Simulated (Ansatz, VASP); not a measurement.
## One calculation of CaLuH5, two programs

```xyz
7
Lattice="0.0000 3.7157 3.7157 3.7157 0.0000 3.7157 3.7157 3.7157 0.0000" Properties=species:S:1:pos:R:3 pbc="T T T"
Ca    1.8578    1.8578    1.8578
Lu    0.0000    0.0000    0.0000
H     3.7157    3.7157    3.7157
H     4.3513    4.3513    4.3513
H     3.0800    3.0800    4.3513
H     3.0800    4.3513    3.0800
H     4.3513    3.0800    3.0800
```

Alike in both runs: task single point; functional PBE; k mesh 4 × 4 × 4; occupations gaussian, width 0.1 eV; no spin polarisation.

|  | VASP | Ansatz |
| --- | --- | --- |
| version | VASP 6.6.1 | Ansatz 0.2.0 |
| potentials or method | VASP PAW PBE potentials, release 64 (Ca_sv, Lu, H) | scalar-relativistic, plane waves, PAW |
| plane-wave cutoff (eV) | 520 | 420 |
| valence electrons in the cell | 40 | 40 |

VASP gave:

```
gap on the k mesh at the Fermi level (eV) : none
pressure (GPa)                            : -2.1
rms of the force components (eV/Å)        : 0.646
```

Problem. What did Ansatz give for the same quantities?

Solution. gap on the k mesh at the Fermi level (eV): none; pressure (GPa): -2.1; rms of the force components (eV/Å): 0.647.

Atom by atom the forces differ by 0.001 eV/Å (rms over components). A gap of «none» marks a metal or a gap that the smearing closes.

Caveats: the k mesh is coarse (spacing up to 0.37 Å⁻¹), so the values aren't converged; forces of over 1 eV/Å show positions far from the minimum, so gaps and moduli don't describe the material at rest. Spin-orbit coupling is left out, which matters for the levels of Lu.
